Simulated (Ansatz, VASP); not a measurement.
# B2O3: VASP beside Ansatz, part 2 of 2

One calculation is typed for both programs; each brings its own data sets. How far apart do they land? Of the first pair: The structure shown is frame 542 of Ansatz's trajectory.

VASP 6.6.1 and Ansatz 0.2.0.

So far. Step 3 (VASP: single point, PBE, pair 1): The run ends at a pressure of -1.15 GPa, with forces up to 8.5 eV/Å.

## (4) Comparison

Known differences besides the potentials themselves: the cutoff is 300 eV in Ansatz and 520 eV in VASP (PREC = Accurate, projectors in real space); Ansatz's log warns that its cutoff lies below the recommended one. Total energies have different zeros and are not compared.

Forces on 10 of the 75 atoms, those with the largest forces and the largest differences (eV/Å; atoms numbered as in POSCAR):

```tsv
atom	Ansatz x, y, z	VASP x, y, z
B4	-1.467, -5.283, -2.746	-1.372, -5.186, -2.616
B23	4.888, 3.430, -0.496	4.815, 3.329, -0.548
B24	-0.814, 0.725, -5.822	-0.873, 0.611, -5.908
B29	-1.147, 2.176, 1.862	-1.087, 1.955, 1.841
O35	-1.804, 0.369, -2.254	-1.845, 0.236, -2.097
O44	0.338, -0.779, -0.073	0.263, -0.780, 0.117
O53	1.788, 5.158, -1.416	1.749, 5.034, -1.449
O61	-4.239, 0.776, 4.491	-4.266, 0.844, 4.468
O70	0.966, 1.202, 6.357	0.957, 1.106, 6.313
O73	1.926, 2.342, 7.984	1.912, 2.416, 7.963
```

The forces differ by 71 meV/Å r.m.s., which is 3.4 % of the r.m.s. force of 2.112 eV/Å (both taken over all components).

## (5) Ansatz: dynamics, PBE

One frame of this run of dynamics is then solved in both programs, so the motion causes no difference.

The structure compared here is frame 83 of Ansatz's trajectory.

The input, input.yaml:

```yaml
crystal:
  lattice:
    - [9.8947, 0.0, 0.0]
    - [0.0, 9.8947, 0.0]
    - [0.0, 0.0, 9.8947]
  atoms:
    - { symbol: B, position: [0.4177, 0.03963, 0.7144] }
    - { symbol: B, position: [0.13223, 0.08472, 0.27428] }
    - { symbol: B, position: [0.64387, 0.24165, 0.52378] }
    - { symbol: B, position: [0.22158, 0.83551, 0.49802] }
    - { symbol: B, position: [0.31001, 0.61154, 0.57522] }
    - { symbol: B, position: [0.63806, 0.99672, 0.58201] }
    - { symbol: B, position: [0.15593, 0.45535, 0.9765] }
    - { symbol: B, position: [0.29185, 0.40669, 0.43171] }
    - { symbol: B, position: [0.74542, 0.43416, 0.38627] }
    - { symbol: B, position: [0.28075, 0.97932, 0.91142] }
    - { symbol: B, position: [0.6856, 0.75651, 0.62186] }
    - { symbol: B, position: [0.90514, 0.62423, 0.31263] }
    - { symbol: B, position: [0.07716, 0.68662, 0.04412] }
    - { symbol: B, position: [0.96329, 0.4718, 0.51862] }
    - { symbol: B, position: [0.70298, 0.07641, 0.07143] }
    - { symbol: B, position: [0.73542, 0.52521, 0.15764] }
    - { symbol: B, position: [0.9194, 0.66095, 0.67066] }
    - { symbol: B, position: [0.98139, 0.2928, 0.88738] }
    - { symbol: B, position: [0.39045, 0.37281, 0.02855] }
    - { symbol: B, position: [0.09106, 0.05131, 0.51626] }
    - { symbol: B, position: [0.38912, 0.25018, 0.59321] }
    - { symbol: B, position: [0.16195, 0.01498, 0.04445] }
    - { symbol: B, position: [0.56981, 0.52942, 0.96704] }
    - { symbol: B, position: [0.00611, 0.25943, 0.63027] }
    - { symbol: B, position: [0.80089, 0.29042, 0.06103] }
    - { symbol: B, position: [0.92405, 0.79297, 0.88366] }
    - { symbol: B, position: [0.49942, 0.61993, 0.72548] }
    - { symbol: B, position: [0.12635, 0.74015, 0.28945] }
    - { symbol: B, position: [0.73703, 0.92918, 0.97336] }
    - { symbol: B, position: [0.31133, 0.25612, 0.22871] }
    - { symbol: O, position: [0.73228, 0.34235, 0.4856] }
    - { symbol: O, position: [0.04033, 0.12755, 0.6194] }
    - { symbol: O, position: [0.07754, 0.56959, 0.97142] }
    - { symbol: O, position: [0.78698, 0.66202, 0.63351] }
    - { symbol: O, position: [0.83283, 0.63332, 0.20231] }
    - { symbol: O, position: [0.00069, 0.79421, 0.99933] }
    - { symbol: O, position: [0.0511, 0.06511, 0.38403] }
    - { symbol: O, position: [0.09781, 0.33304, 0.95153] }
    - { symbol: O, position: [0.71868, 0.88378, 0.5763] }
    - { symbol: O, position: [0.38538, 0.55456, 0.67832] }
    - { symbol: O, position: [0.55615, 0.71374, 0.63873] }
    - { symbol: O, position: [0.31248, 0.37734, 0.2986] }
    - { symbol: O, position: [0.5132, 0.27945, 0.5393] }
    - { symbol: O, position: [0.29102, 0.46653, 0.00265] }
    - { symbol: O, position: [0.97773, 0.73762, 0.76814] }
    - { symbol: O, position: [0.64259, 0.58808, 0.06594] }
    - { symbol: O, position: [0.87468, 0.51096, 0.40589] }
    - { symbol: O, position: [0.81688, 0.42141, 0.0919] }
    - { symbol: O, position: [0.08224, 0.05481, 0.14782] }
    - { symbol: O, position: [0.00975, 0.70088, 0.35772] }
    - { symbol: O, position: [0.00219, 0.34194, 0.51537] }
    - { symbol: O, position: [0.65041, 0.03835, 0.94324] }
    - { symbol: O, position: [0.25722, 0.14395, 0.29019] }
    - { symbol: O, position: [0.71474, 0.2008, 0.1275] }
    - { symbol: O, position: [0.66959, 0.4662, 0.28187] }
    - { symbol: O, position: [0.1519, 0.04175, 0.90485] }
    - { symbol: O, position: [0.37763, 0.95813, 0.81844] }
    - { symbol: O, position: [0.27337, 0.54074, 0.46159] }
    - { symbol: O, position: [0.36249, 0.255, 0.10079] }
    - { symbol: O, position: [0.50694, 0.98753, 0.62246] }
    - { symbol: O, position: [0.87634, 0.23556, 0.95603] }
    - { symbol: O, position: [0.18047, 0.95349, 0.55734] }
    - { symbol: O, position: [0.76473, 0.95392, 0.1106] }
    - { symbol: O, position: [0.69848, 0.11643, 0.54301] }
    - { symbol: O, position: [0.21747, 0.81586, 0.35984] }
    - { symbol: O, position: [0.51759, 0.39892, 0.98419] }
    - { symbol: O, position: [0.2815, 0.3118, 0.53395] }
    - { symbol: O, position: [0.36651, 0.16803, 0.70241] }
    - { symbol: O, position: [0.00105, 0.56333, 0.6117] }
    - { symbol: O, position: [0.15054, 0.69994, 0.16077] }
    - { symbol: O, position: [0.2718, 0.74339, 0.58757] }
    - { symbol: O, position: [0.55702, 0.59926, 0.84744] }
    - { symbol: O, position: [0.96879, 0.31278, 0.75049] }
    - { symbol: O, position: [0.28546, 0.94321, 0.0485] }
    - { symbol: O, position: [0.79608, 0.84726, 0.88033] }
kpoints:
  mp_grid: { grid: [1, 1, 1] }
hamiltonian:
  xc: pbe
scf:
  occupations: { method: fixed }
output:
  forces: true
  stress: true
md:
  timestep: 1.5
  n_steps: 250
  ensemble: nvt_nose_hoover
  temperature: 300
  initial_velocities: maxwell_boltzmann
  seed: 7
```

Started as:

```console
$ ansatz run input.yaml --threads 8 --pin off --max-ram 15360MiB --backend cpu --events-out ev --progress --plain --runs-dir out
```

Numbers of over 12 decimals in the logs are rounded to 6 here.

Output:

```text
[...]
atom  75  O     -0.26965543     0.04276542     0.01549572
  max |Σ_I F_I| component: 4.07e-5 eV/Å
--- Stress (GPa, compression-positive) ---
        3.939278      -0.284237      -0.030042
       -0.284234       2.602349      -0.066083
       -0.030050      -0.066108       2.212431
  P = ⅓ Tr σ = 2.9180 GPa (29.180 kbar)
--- MD trajectory: 250 steps, t = 0.0 → 375.0 fs ---
[...]
conserved energy: peak-to-peak 4.628e-2 eV (6.171e-4 eV/atom) over 375.0 fs
[key lines of the parts left out:]
SCF converged after 9 iterations
Free energy (F): -30270.118704 eV
Fermi energy:    0.517730 eV
```

## (6) VASP: single point, PBE, pair 2

The same cell, functional and mesh now go to VASP, with its own data sets.

The input, INCAR:

```
SYSTEM = B2O3
PREC = Accurate
ENCUT = 520
EDIFF = 1E-06
NELM = 120
ISMEAR = 0
SIGMA = 0.01
LREAL = Auto
ALGO = Normal
GGA = PE
NBANDS = 232
LORBIT = 11
LWAVE = .FALSE.
LCHARG = .FALSE.
ISIF = 2
LASPH = .TRUE.
GGA_COMPAT = .FALSE.
EFERMI = MIDGAP
NCORE = 2
```

The input, POSCAR:

```
B2O3
1.0
    9.8947000000      0.0000000000      0.0000000000
    0.0000000000      9.8947000000      0.0000000000
    0.0000000000      0.0000000000      9.8947000000
B O
30 45
Direct
    0.4061669379      0.0603353310      0.7193143804
    0.1193062953      0.0802449796      0.2729441014
    0.6452545302      0.2501844422      0.5239370572
    0.2367631156      0.8369632227      0.4988428148
    0.3373017878      0.6143895217      0.5638169929
    0.6384124835      0.0074686448      0.6028075636
    0.1579633541      0.4582958554      0.9714796810
    0.3076596562      0.4143834578      0.4114424894
    0.7463692684      0.4469463450      0.3905626244
    0.2638988549      0.9869829303      0.9189465067
    0.6999807978      0.7676837095      0.6308326680
    0.9129837186      0.6224140196      0.3171293723
    0.0808715777      0.6816982829      0.0571821278
    0.9613328347      0.4698677070      0.5282120731
    0.6826583929      0.0697646215      0.0458124046
    0.7370309358      0.5157710694      0.1636633753
    0.9318928315      0.6632641717      0.6778578431
    0.9871547394      0.2841622283      0.8851910619
    0.3814163138      0.3752817165      0.0105915288
    0.1012461217      0.0513911488      0.5152253226
    0.3877934652      0.2641414090      0.5866979292
    0.1421265930      0.0005457467      0.0523108331
    0.5715686175      0.5259684478      0.9685589255
    0.0167665518      0.2624233175      0.6274672299
    0.7946476396      0.2789877409      0.0581119185
    0.9241108876      0.7706651035      0.8995724984
    0.5146290438      0.6202714585      0.7268739830
    0.1337079447      0.7368187009      0.2996553711
    0.7198803400      0.9096384933      0.9658200855
    0.2924292803      0.2659403519      0.2056757658
    0.7305426137      0.3525422701      0.4911518288
    0.0683092969      0.1339808180      0.6153698445
    0.0764348591      0.5691733959      0.9729046863
    0.8044306548      0.6817993471      0.6275581877
    0.8447754859      0.6173507029      0.2020071351
    0.0057707662      0.7892407046      0.0125319616
    0.0501480591      0.0535741356      0.3905221988
    0.0984264303      0.3346842249      0.9451120297
    0.7222755617      0.9014725055      0.5996240412
    0.4006791515      0.5581472910      0.6728854841
    0.5741659676      0.7127047813      0.6366842855
    0.3108027530      0.3883897440      0.2712765420
    0.5162561775      0.2825047753      0.5388945597
    0.2924191739      0.4752746420      0.9861036717
    0.9851940938      0.7350197581      0.7793869445
    0.6435768644      0.5781984295      0.0737970833
    0.8740942121      0.5186615057      0.4187090058
    0.8153152698      0.4068541745      0.1015189950
    0.0600119256      0.0389602514      0.1563261140
    0.0095606739      0.7056504998      0.3719668105
    0.0040021426      0.3472667185      0.5143460641
    0.6791817842      0.0335533164      0.9041507069
    0.2319827787      0.1607123005      0.2787350804
    0.7056606062      0.1830272772      0.1153951105
    0.6646790706      0.4758608144      0.2882149029
    0.1292914389      0.0342708723      0.9094970034
    0.3628204999      0.9796153496      0.8220259331
    0.3169575631      0.5472222503      0.4460266607
    0.3320565555      0.2568344669      0.0734635714
    0.5033805977      0.0027792657      0.6365832213
    0.8800165745      0.2243524311      0.9590083580
    0.1963677524      0.9526008873      0.5587435698
    0.6924515144      0.9370471060      0.1014482501
    0.6986770695      0.1263201512      0.5558733463
    0.2259290327      0.8213993350      0.3593034655
    0.5129816973      0.3953126421      0.9786047076
    0.2847079750      0.3182309721      0.5133657413
    0.3525018444      0.1859783520      0.6962818479
    0.0042042710      0.5538520622      0.6280028702
    0.1514143936      0.6828807341      0.1751139499
    0.2843542503      0.7413463774      0.5854548395
    0.5641707177      0.6005942575      0.8524765784
    0.9653450837      0.2974218521      0.7497246000
    0.2677494012      0.9443338353      0.0563129756
    0.7944455112      0.8127179197      0.8983597279
```

The input, KPOINTS:

```
Automatic mesh
0
Gamma
1 1 1
0 0 0
```

Potentials, in the order of the species: B and O (PBE family, release 64).

Started as:

```console
$ mpirun -np 8 vasp_gam
```

Output:

```text
[... set-up lines as in an earlier step ...]
 entering main loop
       N       E                     dE             d eps       ncg     rms          rms(c)
DAV:   1     0.336770167787E+04    0.33677E+04   -0.21528E+05   472   0.151E+03
DAV:   2    -0.352916522768E+03   -0.37206E+04   -0.35912E+04   576   0.386E+02
DAV:   3    -0.645324563808E+03   -0.29241E+03   -0.28974E+03   536   0.115E+02
DAV:   4    -0.651247522530E+03   -0.59230E+01   -0.59017E+01   544   0.176E+01
[...]
DAV:  16    -0.594863152337E+03    0.62637E-05   -0.38963E-05   528   0.203E-02    0.128E-02
DAV:  17    -0.594863148232E+03    0.41048E-05   -0.92104E-06   552   0.124E-02    0.545E-03
DAV:  18    -0.594863147780E+03    0.45179E-06   -0.84973E-06   520   0.847E-03
   1 F= -.59486315E+03 E0= -.59486315E+03  d E =0.000000E+00
```

Parts of OUTCAR (step 6):

```text
  FREE ENERGIE OF THE ION-ELECTRON SYSTEM (eV)
  ---------------------------------------------------
  free  energy   TOTEN  =      -594.8631477804 eV

  energy  without entropy=     -594.8631477804  energy(sigma->0) =     -594.86314778

[... 1 part as in an earlier step ...]
```

The run ends at a pressure of 1.85 GPa, with forces up to 2.7 eV/Å.

## (7) Side by side

What differs besides the data sets and the points named for the pairs above, as far as they apply: fixed occupations in Ansatz, narrow Gaussian smearing in VASP; the cutoff is 420 eV in Ansatz and 520 eV in VASP (PREC = Accurate, projectors in real space). Total energies have different zeros and are not compared.

Forces on 9 of the 75 atoms, those with the largest forces and the largest differences (eV/Å; atoms numbered as in POSCAR):

```tsv
atom	Ansatz x, y, z	VASP x, y, z
B6	-0.967, 1.742, -0.330	-0.927, 1.723, -0.342
B10	0.233, 0.132, -1.312	0.372, 0.098, -1.430
B14	-0.267, 2.441, 0.387	-0.260, 2.444, 0.352
B18	-1.851, -0.543, 0.842	-1.846, -0.584, 0.818
B20	1.650, -1.434, 0.799	1.624, -1.436, 0.875
B22	-1.823, 1.085, -0.755	-1.964, 1.082, -0.673
B29	0.475, 0.093, -0.438	0.506, -0.074, -0.525
O32	-0.772, 1.718, 0.886	-0.781, 1.738, 0.865
O51	0.682, -2.578, 0.268	0.689, -2.593, 0.272
```

The forces differ by 37 meV/Å r.m.s., which is 5.0 % of the r.m.s. force of 0.736 eV/Å (both taken over all components).

## (8) What came out

- r.m.s. force difference (single point, PBE, pair 1): 3.4 % of the r.m.s. force
- r.m.s. force difference (single point, PBE, pair 2): 5.0 % of the r.m.s. force

What this shows: The r.m.s. force difference is 5.0 % of the r.m.s. force (single point, PBE, pair 2), beyond the 3 % picked in this series as the mark of a large difference. Ansatz's own log doubts the convergence of its single point, PBE, pair 1 run, which may account for the difference. What causes the difference of the single point, PBE, pair 2 pair stays open here. 4 further runs of this series are not shown here. Such differences can come from data sets, numerical settings and the points named under the comparisons, not from the functional's error against experiment.

[Lines on the potential files, build, host, timing and source positions are cut from VASP's logs without a mark.]

[Logs are printed without paths, hosts, clocks, repeated set-up lines and the standing remarks that a program may print on its own settings, such as how far it seeks lower states.]

[Hosts, paths, dates, database ids (printed as entryN), source tags and the programs' standing remarks are cut or masked in the printed files.]
